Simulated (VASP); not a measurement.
Data:

```
CELL_PARAMETERS angstrom
      2.99298     0.00000     0.00000
     -1.49649     2.59199     0.00000
      0.00000     0.00000     5.07179
ATOMIC_POSITIONS crystal
  Rh 0.00000 0.00000 0.00000
  Rh 0.00000 0.00000 0.50000
  N  0.33333 0.66667 0.25000
  N  0.66667 0.33333 0.75000
```

Computed with PBEsol GGA, VASP's PBE PAW potentials (set 64) (plane waves; VASP). Settings: 520 eV cut-off, Gaussian smearing of 0.050 eV, potentials Rh_pv N.

Q: Predict the band gap (along the path) with the smallest direct gap where there is one.

A: 
- band gap (along the path): none (metal, semimetal or under 0.01 eV)

Total energies compare only between runs with the same potentials, cut-off and functional.

The structure was generated: RhN was put into the NiAs type type (P6_3/mmc), which need not be its known phase. It was relaxed first, which changed the volume by -16 %.
